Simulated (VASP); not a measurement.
# In3SbO4 (I-42m) in VASP: relaxation of cell and atoms with PBE

Aim: the relaxation of cell and atoms of In3SbO4 with PBE.

All numbers are computed with VASP 6.6.1; they aren't measurements. Logs are shortened: lines on timing, memory, paths and dates and some standing lists are left out, and cuts for length are marked.

### 1 The crystal as given

The structure is tetragonal, space group I-42m (No. 121). Conventional cell: a = 5.254 Å, b = 5.254 Å, c = 10.728 Å, α = 90.00°, β = 90.00°, γ = 90.00°. Around In (site symmetry -4) lie 4 O at 2.31 Å. In (site symmetry -42m) has 4 O at 2.19 Å as nearest neighbours. Sb (site symmetry -42m) is surrounded by 4 O at 2.36 Å. O (site symmetry m) is surrounded by 3 In at 2.19 to 2.31 Å and 1 Sb at 2.36 Å.

The cell was built by a generator and needn't be a form met in nature.

### 2 Relaxation of cell and atoms, PBE

Input file INCAR:

```
PREC = Accurate ; ENCUT = 520
EDIFF = 1E-6 ; ISMEAR = 0
SIGMA = 0.1 ; LREAL = F
LASPH = T ; NELM = 120
ALGO = Normal ; ISIF = 3
LWAVE = F ; LCHARG = F
GGA = PE ; IBRION = 2
NSW = 90 ; EDIFFG = -0.01
KPAR = 4
```

Input file KPOINTS:

```
regular mesh
0
Gamma
  8 8 8
```

Input file POSCAR:

```
In3SbO4
1.0
   -2.6270000000      2.6270000000      5.3640000000
    2.6270000000     -2.6270000000      5.3640000000
    2.6270000000      2.6270000000     -5.3640000000
In Sb O
3 1 4
Direct
    0.2500000000      0.7500000000      0.5000000000
    0.7500000000      0.2500000000      0.5000000000
    0.5000000000      0.5000000000      0.0000000000
    0.0000000000      0.0000000000      0.0000000000
    0.1414051000      0.1414051000      0.5272173600
    0.6141877400      0.6141877400      0.4727826400
    0.3858122600      0.8585949000      0.0000000000
    0.8585949000      0.3858122600      0.0000000000
```

Potentials or basis: VASP PAW PBE potentials, release 64 (In_d, Sb, O).

On the command line:

```console
$ cat potpaw_PBE.64/In_d/POTCAR potpaw_PBE.64/Sb/POTCAR potpaw_PBE.64/O/POTCAR > POTCAR
$ mpirun -np 4 vasp_std > vasp.out
```

OUTCAR:

```text
PREC = Accurate
   ENCUT = 520
   EDIFF = 1E-6
   ISMEAR = 0
   LREAL = F
   LASPH = T
   NELM = 120
   ISIF = 3
   GGA = PE
   IBRION = 2
   NSW = 90
   EDIFFG = -0.01

 ion  position               nearest neighbor table
   1  0.250  0.750  0.500-   8 2.31   6 2.31   7 2.31   5 2.31   2 3.72   2 3.72   2 3.72   2 3.72
                             3 3.75   4 3.75   4 3.75   3 3.75   4 3.75   4 3.75   3 3.75   3 3.75
   2  0.750  0.250  0.500-   7 2.31   6 2.31   8 2.31   5 2.31   1 3.72   1 3.72   1 3.72   1 3.72
                             3 3.75   4 3.75   4 3.75   4 3.75   3 3.75   3 3.75   4 3.75   3 3.75
   3  0.500  0.500  0.000-   5 2.19   6 2.19   7 2.19   8 2.19   4 3.72   4 3.72   4 3.72   4 3.72
                             2 3.75   1 3.75   2 3.75   2 3.75   1 3.75   1 3.75   2 3.75   1 3.75
   4  0.000  0.000  0.000-   5 2.36   7 2.36   8 2.36   6 2.36   3 3.72   3 3.72   3 3.72   3 3.72
                             1 3.75   2 3.75   1 3.75   2 3.75   2 3.75   2 3.75   1 3.75   1 3.75
   5  0.141  0.141  0.527-   3 2.19   2 2.31   1 2.31   4 2.36
   6  0.614  0.614  0.473-   3 2.19   2 2.31   1 2.31   4 2.36
   7  0.386  0.859  0.000-   3 2.19   2 2.31   1 2.31   4 2.36
   8  0.859  0.386  0.000-   3 2.19   1 2.31   2 2.31   4 2.36

  LATTYP: Found a body centered tetragonal cell.
 ALAT       =     5.2540000000
 C/A-ratio  =     2.0418728588

  Lattice vectors:

 A1 = (  -2.6270000000,   2.6270000000,   5.3640000000)
 A2 = (   2.6270000000,  -2.6270000000,   5.3640000000)
 A3 = (   2.6270000000,   2.6270000000,  -5.3640000000)

Analysis of symmetry for initial positions (statically):
=====================================================================
 Subroutine PRICEL returns:
 Original cell was already a primitive cell.

 Routine SETGRP: Setting up the symmetry group for a
 body centered tetragonal supercell.

 Subroutine GETGRP returns: Found  8 space group operations
 (whereof  8 operations were pure point group operations)
 out of a pool of 16 trial point group operations.

The static configuration has the point symmetry D_2d.

Analysis of symmetry for dynamics (positions and initial velocities):
=====================================================================
 Subroutine PRICEL returns:
 Original cell was already a primitive cell.

 Routine SETGRP: Setting up the symmetry group for a
 body centered tetragonal supercell.

 Subroutine GETGRP returns: Found  8 space group operations
 (whereof  8 operations were pure point group operations)
 out of a pool of 16 trial point group operations.

The dynamic configuration has the point symmetry D_2d.

 Subroutine INISYM returns: Found  8 space group operations
 (whereof  8 operations are pure point group operations),
 and found     1 'primitive' translations

----------------------------------------------------------------------------------------

                                     Primitive cell

  volume of cell :     148.0706

  direct lattice vectors                    reciprocal lattice vectors
    -2.627000000  2.627000000  5.364000000     0.000000000  0.190331176  0.093214019
     2.627000000 -2.627000000  5.364000000     0.190331176  0.000000000  0.093214019
     2.627000000  2.627000000 -5.364000000     0.190331176  0.190331176  0.000000000

  length of vectors
     6.524933256  6.524933256  6.524933256     0.211931145  0.211931145  0.269168931

  position of ions in fractional coordinates (direct lattice)
     0.250000000  0.750000000  0.500000000
     0.750000000  0.250000000  0.500000000
     0.500000000  0.500000000  0.000000000
     0.000000000  0.000000000  0.000000000
     0.141405100  0.141405100  0.527217360
     0.614187740  0.614187740  0.472782640
     0.385812260  0.858594900  0.000000000
     0.858594900  0.385812260  0.000000000

  ion indices of the primitive-cell ions
   primitive index   ion index
                 1           1
                 2           2
                 3           3
                 4           4
                 5           5
                 6           6
                 7           7
                 8           8

----------------------------------------------------------------------------------------

 KPOINTS: regular mesh

Automatic generation of k-mesh.
 Grid dimensions read from file:
 generate k-points for:    8    8    8

 Generating k-lattice:

  Cartesian coordinates                     Fractional coordinates (reciprocal lattice)
     0.000000000  0.023791397  0.011651752     0.125000000  0.000000000 -0.000000000
     0.023791397  0.000000000  0.011651752     0.000000000  0.125000000 -0.000000000
     0.023791397  0.023791397  0.000000000     0.000000000  0.000000000  0.125000000

  Length of vectors
     0.026491393  0.026491393  0.033646116

  Shift w.r.t. Gamma in fractional coordinates (k-lattice)
     0.000000000  0.000000000  0.000000000

 Subroutine IBZKPT returns following result:
 ===========================================

 Found     59 irreducible k-points:

 Following reciprocal coordinates:
            Coordinates               Weight
  0.000000  0.000000  0.000000      1.000000
  0.125000  0.000000 -0.000000      8.000000
  0.250000  0.000000 -0.000000      8.000000
  0.375000  0.000000 -0.000000      8.000000
  0.500000  0.000000 -0.000000      4.000000
  0.125000  0.125000 -0.000000      8.000000
[... 16 lines left out ...]
  0.250000  0.125000  0.125000     16.000000
  0.375000  0.125000  0.125000      8.000000
 [... further k-points ...]
   k-points           NKPTS =     59   k-points in BZ     NKDIM =     59   number of bands    NBANDS=     40
   number of dos      NEDOS =    301   number of ions     NIONS =      8
   total plane-waves  NPLWV = 125000
   dimension x,y,z NGX =    50 NGY =   50 NGZ =   50
   dimension x,y,z NGXF=   100 NGYF=  100 NGZF=  100
   ions per type =               3   1   4
   NGX,Y,Z   is equivalent  to a cutoff of  12.74, 12.74, 12.74 a.u.
   NGXF,Y,Z  is equivalent  to a cutoff of  25.48, 25.48, 25.48 a.u.
 SYSTEM =  unknown system
   PREC   = accura    normal or accurate (medium, high low for compatibility)
   ISTART =      0    job   : 0-new  1-cont  2-samecut
   ICHARG =      2    charge: 1-file 2-atom 10-const
   ISPIN  =      1    spin polarized calculation?
   LNONCOLLINEAR =      F non collinear calculations
   LSORBIT =      F    spin-orbit coupling
   LASPH  =      T    aspherical Exc in radial PAW
   ENCUT  =  520.0 eV  38.22 Ry    6.18 a.u.  12.13 12.13 12.13*2*pi/ulx,y,z
   NELM   =    120;   NELMIN=  2; NELMDL= -5     # of ELM steps
   EDIFF  = 0.1E-05   stopping-criterion for ELM
   LREAL  =      F    real-space projection
   EDIFFG = -.1E-01   stopping-criterion for IOM
   NSW    =     90    number of steps for IOM
   IBRION =      2    ionic relax: 0-MD 1-quasi-New 2-CG
   NFREE  =      1    steps in history (QN), initial steepest desc. (CG)
   ISIF   =      3    stress and relaxation
   ISYM   =      2    0-nonsym 1-usesym 2-fastsym
   POTIM  = 0.5000    time-step for ionic-motion
   TEBEG  =    0.0;   TEEND  =   0.0 temperature during run
   PSTRESS=    0.0 pullay stress
   NELECT =      68.0000    total number of electrons
   NUPDOWN=      -1.0000    fix difference up-down
   EMIN   =  10.00;   EMAX   =-10.00  energy-range for DOS
   EFERMI =   0.00;   METHOD = LEGACY
   ISMEAR =     0;   SIGMA  =   0.10  broadening in eV -4-tet -1-fermi 0-gaus
   EFERMI_NEDOS =   21; number of points for ismear=-14 and -15
   IALGO  =     38    algorithm
   IMIX   =      4    mixing-type and parameters
     AMIX     =   0.40;   BMIX     =  1.00
     AMIX_MAG =   1.60;   BMIX_MAG =  1.00
  volume/ion in A,a.u.               =      18.51       124.90
  Fermi-wavevector in a.u.,A,eV,Ry     =   1.263053  2.386824 21.705406  1.595302
  Thomas-Fermi vector in A             =   2.396429
   LORBIT       =      0    0 simple, 1 ext, 2 COOP (PROOUT), +10 PAW based schemes
   GGA     = PE    functional components
   LHFCALC =     F    Hartree Fock is set to
   AEXX    =    0.0000 exact exchange contribution
   IVDW    =     0    specifies the selected vdW correction
   LEPSILON=     F    determine dielectric tensor
   LRPA    =     F    only Hartree local field effects (RPA)
 conjugate gradient relaxation of ions
 non-spin polarized calculation
 Gauss-broadening in eV      SIGMA  =   0.10
  energy-cutoff  :      520.00
  volume of cell :      148.07
 maximum number of plane-waves:      4012
 NGX is ok and might be reduce to    50
   NGX = 25   NGY = 25   NGZ = 25

--------------------------------------- Ionic step        1  -------------------------------------------

 number of electron      67.9999994 magnetization

 Free energy of the ion-electron system (eV)
  ---------------------------------------------------
  ext. energy  EPLUGINS =         0.00000000
  ---------------------------------------------------
  free energy    TOTEN  =       -38.46755894 eV

  energy without entropy =      -38.45288951  energy(sigma->0) =      -38.46022423

------------------------ aborting loop because EDIFF is reached ----------------------------------------

  FORCE on cell =-STRESS in cart. coord.  units (eV):
  Direction    XX          YY          ZZ          XY          YZ          ZX
  --------------------------------------------------------------------------------------
  -------------------------------------------------------------------------------------
  Total        0.1968195      0.1968195     -0.4040224      0.0000000     -0.0000000      0.0000000
  in kB        2.1296578      2.1296578     -4.3716679      0.0000000     -0.0000000      0.0000000
  external PRESSURE =      -0.0374508 kB  Pullay stress =       0.0000000 kB
[... 107 lines left out ...]
  FREE ENERGIE OF THE ION-ELECTRON SYSTEM (eV)
  ---------------------------------------------------
  free  energy   TOTEN  =       -38.4780583145 eV

  energy  without entropy=      -38.4630902338  energy(sigma->0) =      -38.47057427

 E-fermi :   6.2815     XC(G=0): -10.0009

 val. band max:        6.2709046435   @ k =   0.3750   0.1250  -0.0000
 cond. band min:       6.2903861306   @ k =  -0.2500  -0.2500   0.1250
 fundamental gap:      0.0194814871
 Fermi energy:         6.2815117649

 k-point     1 :       0.0000    0.0000    0.0000
  band No.  band energies     occupation
      1     -12.9008      2.00000
      2     -12.7064      2.00000
      3     -12.5635      2.00000
      4     -12.5635      2.00000
      5      -8.4221      2.00000
      6      -8.4221      2.00000
[... 1021 lines left out ...]
     39      10.2335      0.00000
     40      10.9159      0.00000

 [... further k-points ...]

[... ionic steps 4 to 47 ...]

--------------------------------------- Ionic step       48  -------------------------------------------

 number of electron      68.0000004 magnetization

------------------------ aborting loop because EDIFF is reached ----------------------------------------
[... 79 lines left out ...]
--------------------------------------- Ionic step       50  -------------------------------------------

 number of electron      68.0000003 magnetization

 Free energy of the ion-electron system (eV)
  ---------------------------------------------------
  ext. energy  EPLUGINS =         0.00000000
  ---------------------------------------------------
  free energy    TOTEN  =       -38.88667541 eV

  energy without entropy =      -38.87362136  energy(sigma->0) =      -38.88014838

 E-fermi :   6.1161     XC(G=0):  -9.9520

 val. band max:        6.1041422680   @ k =   0.5000   0.2500   0.1250
 cond. band min:       6.1173722190   @ k =  -0.1250  -0.2500   0.1250
 fundamental gap:      0.0132299510
 Fermi energy:         6.1160665812

 k-point     1 :       0.0000    0.0000    0.0000
  band No.  band energies     occupation
      1     -12.9632      2.00000
      2     -12.7812      2.00000
      3     -12.6428      2.00000
      4     -12.6428      2.00000
      5      -8.5035      2.00000
      6      -8.5035      2.00000
[... 1058 lines left out ...]
  FREE ENERGIE OF THE ION-ELECTRON SYSTEM (eV)
  ---------------------------------------------------
  free  energy   TOTEN  =       -38.8866754100 eV

  energy  without entropy=      -38.8736213572  energy(sigma->0) =      -38.88014838

 reached required accuracy - stopping structural energy minimisation
```

Run time: 35 min. Hardware: 4 MPI ranks of Intel Xeon 6975P-C (Granite Rapids), shared host; peak memory 0.59 GiB.

What came out:

| Item | Value |
| --- | --- |
| Free energy | -38.8867 eV |
| Relaxed volume | 18.09 Å³/atom |
| Relaxed cell | a = 7.175 Å, b = 7.175 Å, c = 7.175 Å, α = 141.06°, β = 141.06°, γ = 56.24° |
| Space group after relaxing (to 0.05 Å) | I-42m (No. 121) |
| Energy gained by relaxing | 52.4 meV/atom |
| Ionic steps | 50 |
| Pressure after relaxing | 0.0 GPa |
| Largest force after relaxing | 0.009 eV/Å |
| Band gap on the k mesh | none (metal or under the smearing width) |

Forces in eV/Å, atoms in the order of the input:
```
In   0.000  0.000  0.000
In   0.000  0.000  0.000
In   0.000  0.000  0.000
Sb   0.000  0.000  0.000
O    0.004  0.004  0.007
O   -0.004 -0.004  0.007
O   -0.004  0.004 -0.007
O    0.004 -0.004 -0.007
```

The path:
| step | energy change (eV) | largest force (eV/Å) | pressure (GPa) | volume (Å³) |
| --- | --- | --- | --- | --- |
| 1 | 0.0000 | 0.0915 | 0.00 | 148.07 |
| 3 | -0.0105 | 0.0826 | -0.14 | 148.02 |
| 5 | -0.0205 | 0.1010 | 0.15 | 146.85 |
| 7 | -0.0233 | 0.0972 | 0.32 | 146.30 |
| 9 | -0.0344 | 0.0653 | -0.01 | 145.67 |
| 11 | -0.0419 | 0.0799 | 0.06 | 145.37 |
| 13 | -0.0488 | 0.0686 | -0.82 | 146.36 |
| 15 | -0.0520 | 0.0673 | -0.69 | 146.01 |
| 17 | -0.0640 | 0.0618 | 0.05 | 144.34 |
| 19 | -0.0683 | 0.0588 | 0.61 | 143.26 |
| 21 | -0.0698 | 0.0853 | 0.90 | 142.75 |
| 23 | -0.0699 | 0.1776 | 1.22 | 142.39 |
| 25 | -0.0750 | 0.1435 | 0.81 | 142.97 |
| 27 | -0.0834 | 0.2694 | -1.22 | 146.60 |
| 29 | -0.0941 | 0.2504 | -0.73 | 145.66 |
| 31 | -0.1299 | 0.5213 | -1.11 | 146.65 |
| 33 | -0.1681 | 0.4413 | -0.35 | 145.32 |
| 35 | -0.2272 | 0.4466 | 0.12 | 143.78 |
| 37 | -0.3100 | 0.2203 | -0.32 | 142.37 |
| 39 | -0.3656 | 0.1469 | 0.53 | 141.14 |
| 41 | -0.4080 | 0.1639 | 0.59 | 143.42 |
| 43 | -0.4155 | 0.1120 | 0.05 | 144.46 |
| 45 | -0.4180 | 0.0438 | 0.27 | 144.71 |
| 47 | -0.4187 | 0.0175 | 0.00 | 145.02 |
| 49 | -0.4190 | 0.0127 | -0.02 | 144.88 |
| 50 | -0.4191 | 0.0093 | 0.05 | 144.72 |

Final structure:
```cif
data_structure
_symmetry_space_group_name_H-M 'P 1'
_symmetry_Int_Tables_number 1
_cell_length_a 7.1747
_cell_length_b 7.1747
_cell_length_c 7.1747
_cell_angle_alpha 141.064
_cell_angle_beta 141.064
_cell_angle_gamma 56.241
_cell_volume 144.72
loop_
_atom_site_label
_atom_site_type_symbol
_atom_site_fract_x
_atom_site_fract_y
_atom_site_fract_z
_atom_site_occupancy
In1 In 0.25000 0.75000 0.50000 1
In2 In 0.75000 0.25000 0.50000 1
In3 In 0.50000 0.50000 0.00000 1
Sb1 Sb 0.00000 0.00000 0.00000 1
O1 O 0.08268 0.08268 0.47055 1
O2 O 0.61213 0.61213 0.52945 1
O3 O 0.38787 0.91732 0.00000 1
O4 O 0.91732 0.38787 0.00000 1
```

Levels at points of the mesh, in eV from the Fermi level:
```tsv
k point	band 32	band 33	band 34	band 35	band 36	band 37
(0.00, 0.00, 0.00)	-2.67	-1.08	0.15	0.15	1.04	1.40
(0.50, 0.00, 0.00)	-2.48	-1.57	0.56	1.47	1.65	1.94
(0.50, 0.50, 0.00)	-2.75	-1.38	-1.25	-0.53	2.30	2.49
(0.50, 0.50, 0.50)	-2.12	-1.42	-1.00	-0.46	-0.46	3.62
```

The run has no spin-orbit coupling, so splittings on Sb are missing.
